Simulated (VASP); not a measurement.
A cell of PbSe (rock salt) near equilibrium:

```xyz
2
Lattice="0.0000 3.0874 3.0874 3.0874 0.0000 3.0874 3.0874 3.0874 0.0000" Properties=species:S:1:pos:R:3 pbc="T T T"
Pb     0.0000     0.0000     0.0000
Se     3.0874     3.0874     3.0874
```

The numbers are results of r2SCAN meta-GGA, VASP's PBE PAW potentials (set 64) (plane waves; VASP), not measurements.

Unless said otherwise, spin-orbit coupling is left out, though it shifts the bands of the heavy elements here.

| run | ΔE (meV/atom) | σxx | σyy | σzz | largest shear component, with its sign (GPa) | gap (eV) |
|---|---|---|---|---|---|---|
| as it is | 0.0 | 0.09 | 0.09 | 0.09 | 0.00 | 0.67 |
| after one change | 19.6 | -0.70 | -3.40 | -3.40 | 0.00 | 0.81 |
Stress is in GPa, positive when the cell is compressed; gaps are those on the k-mesh, and 0.00 means metallic.

Task: What was changed between the two runs?
A) shear strain γ_xz = -0.5 %
B) shear strain γ_xz = +3.0 %
C) biaxial strain of +3.0 % in the yz plane
D) isotropic strain of +1.0 %

Result: C, biaxial strain of +3.0 % in the yz plane

The compound is PbSe in the rock salt structure.
